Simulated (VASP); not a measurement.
These are optB86b-vdW, VASP's PBE PAW potentials (set 64) (plane waves; VASP 6.6.1) values and carry that method's errors.

A VASP calculation is set up with these files.

### INCAR
```
! general
SYSTEM   = Sr
PREC     = Accurate
ENCUT    = 520
LREAL    = .FALSE.
LASPH    = .TRUE.

! electronic loop
EDIFF    = 1E-6
NELM     = 100
ALGO     = Normal
LMAXMIX  = 4

! smearing
ISMEAR   = 1
SIGMA    = 0.1

! functional
GGA      = MK
LUSE_VDW = .TRUE.
AGGAC    = 0.0
PARAM1   = 0.1234
PARAM2   = 1.0

! ions
IBRION   = 2
NSW      = 60
ISIF     = 3
EDIFFG   = -0.01

! output
LWAVE    = .FALSE.
LCHARG   = .FALSE.
```

### KPOINTS
```
Automatic mesh
0
Gamma
9 9 9
0 0 0
```

### POSCAR
```
Sr
1
    0.0000000000     3.0400000000     3.0400000000
    3.0400000000     0.0000000000     3.0400000000
    3.0400000000     3.0400000000     0.0000000000
Sr
1
Direct
  0.0000000000   0.0000000000   0.0000000000
```

POTCAR, in this order: Sr_sv (PBE.64 set). Program: vasp_std.

Output of the run:

File OUTCAR:
```
 ion  position               nearest neighbor table
   1  0.000  0.000  0.000-
  LATTYP: Found a face centered cubic cell.
 ALAT       =     6.0800000000
 Subroutine PRICEL returns:
 Original cell was already a primitive cell.
 Subroutine GETGRP returns: Found 48 space group operations
The static configuration has the point symmetry O_h .
The dynamic configuration has the point symmetry O_h .
 Subroutine INISYM returns: Found 48 space group operations
 Subroutine IBZKPT returns following result:
 Found     35 irreducible k-points:

 Following reciprocal coordinates:
            Coordinates               Weight
  0.000000  0.000000  0.000000      1.000000
  0.111111  0.000000  0.000000      8.000000
  0.222222  0.000000  0.000000      8.000000
  0.333333  0.000000  0.000000      8.000000
  0.444444  0.000000  0.000000      8.000000
  0.111111  0.111111  0.000000      6.000000
  0.222222  0.111111  0.000000     24.000000
  0.333333  0.111111  0.000000     24.000000
  0.444444  0.111111  0.000000     24.000000
 -0.444444  0.111111  0.000000     24.000000
...
```

OSZICAR:
```
       N       E                     dE             d eps       ncg     rms          rms(c)
DAV:   1     0.393123308196E+02    0.39312E+02   -0.49517E+03   630   0.960E+02
DAV:   2     0.218498537919E+01   -0.37127E+02   -0.36837E+02   702   0.167E+02
DAV:   3     0.687004480444E+00   -0.14980E+01   -0.14908E+01   918   0.274E+01
DAV:   4     0.623226735362E+00   -0.63778E-01   -0.63729E-01   986   0.490E+00
DAV:   5     0.622466992538E+00   -0.75974E-03   -0.75950E-03   966   0.401E-01    0.112E+01
DAV:   6     0.620856845204E+00   -0.16101E-02   -0.66438E-03   771   0.102E+00    0.632E+00
DAV:   7     0.618918942957E+00   -0.19379E-02   -0.11820E-02   675   0.133E+00    0.278E-01
DAV:   8     0.618692686632E+00   -0.22626E-03   -0.19280E-03  1000   0.279E-01    0.118E-01
DAV:   9     0.618666470300E+00   -0.26216E-04   -0.26957E-05   893   0.549E-02    0.375E-02
DAV:  10     0.618635847399E+00   -0.30623E-04   -0.36909E-05   690   0.433E-02    0.434E-02
DAV:  11     0.618636193334E+00    0.34594E-06   -0.57493E-07   663   0.763E-03
   1 F= 0.61863619E+00 E0= 0.61834185E+00  d E =0.618636E+00
       N       E                     dE             d eps       ncg     rms          rms(c)
DAV:   1     0.466772004216E+00   -0.15186E+00   -0.35189E+00   787   0.154E+01    0.262E+00
DAV:   2     0.583544631585E+00    0.11677E+00   -0.24868E-01   673   0.479E+00    0.108E+00
DAV:   3     0.616224672295E+00    0.32680E-01   -0.22318E-01   933   0.297E+00    0.986E-01
DAV:   4     0.612388183796E+00   -0.38365E-02   -0.53463E-03   731   0.660E-01    0.470E-01
DAV:   5     0.609079666747E+00   -0.33085E-02   -0.64513E-03   934   0.495E-01    0.121E-01
DAV:   6     0.608821241278E+00   -0.25843E-03   -0.64080E-04  1064   0.181E-01    0.268E-02
DAV:   7     0.608824997384E+00    0.37561E-05   -0.27712E-05  1053   0.407E-02    0.111E-02
DAV:   8     0.608825412423E+00    0.41504E-06   -0.20556E-06   556   0.150E-02
   2 F= 0.60882541E+00 E0= 0.60825408E+00  d E =-.981078E-02
       N       E                     dE             d eps       ncg     rms          rms(c)
DAV:   1     0.529077779229E+00   -0.79747E-01   -0.19233E+00   785   0.114E+01    0.200E+00
DAV:   2     0.592910298523E+00    0.63833E-01   -0.13888E-01   669   0.359E+00    0.803E-01
DAV:   3     0.611010764861E+00    0.18100E-01   -0.11766E-01   930   0.215E+00    0.768E-01
DAV:   4     0.608488314179E+00   -0.25225E-02   -0.28473E-03   746   0.484E-01    0.334E-01
DAV:   5     0.606874175202E+00   -0.16141E-02   -0.49707E-03   874   0.429E-01    0.739E-02
DAV:   6     0.606790352046E+00   -0.83823E-04   -0.19147E-04  1089   0.113E-01    0.199E-02
DAV:   7     0.606792028335E+00    0.16763E-05   -0.10329E-05   909   0.307E-02    0.770E-03
DAV:   8     0.606791836639E+00   -0.19170E-06   -0.11272E-06   510   0.821E-03
   3 F= 0.60679184E+00 E0= 0.60614950E+00  d E =-.118444E-01
```

**OUTCAR**
```
------------------------ aborting loop because EDIFF is reached ----------------------------------------
  FORCE on cell =-STRESS in cart. coord.  units (eV):
  Direction    XX          YY          ZZ          XY          YZ          ZX
  --------------------------------------------------------------------------------------
  Total        0.0070094      0.0070094      0.0070094     -0.0000000      0.0000000     -0.0000000
  in kB        0.2160920      0.2160920      0.2160920     -0.0000000      0.0000000     -0.0000000
  external PRESSURE =       0.2160920 kB  Pullay stress =       0.0000000 kB
  volume of cell :       51.97
      direct lattice vectors                 reciprocal lattice vectors
    -0.000000000  2.961927299  2.961927299    -0.168809005  0.168809005  0.168809005
     2.961927299  0.000000000  2.961927299     0.168809005 -0.168809005  0.168809005
     2.961927299  2.961927299 -0.000000000     0.168809005  0.168809005 -0.168809005
 POSITION                                       TOTAL-FORCE (eV/Angst)
 -----------------------------------------------------------------------------------
      2.96193      0.00000      2.96193        -0.000000      0.000000     -0.000000
 -----------------------------------------------------------------------------------
    total drift:                                0.000000      0.000000      0.000000
  FREE ENERGIE OF THE ION-ELECTRON SYSTEM (eV)
  ---------------------------------------------------
  free  energy   TOTEN  =         0.6067918366 eV

  energy  without entropy=        0.6048648380  energy(sigma->0) =        0.60614950

 reached required accuracy - stopping structural energy minimisation
```
(Selected blocks of OUTCAR.)

File CONTCAR:
```
Sr
   1.00000000000000
    -0.0000000000000000    2.9619272992129666    2.9619272992129666
     2.9619272992129666    0.0000000000000000    2.9619272992129666
     2.9619272992129666    2.9619272992129666   -0.0000000000000000
  Sr
     1
Direct
     0.0000000000000000    1.0000000000000000    0.0000000000000000
```

Energy and stress use the plane-wave basis of the starting cell.

The compound is Sr in the fcc structure. This run relaxes it. Symmetry was kept, so distortions that lower it aren't found.
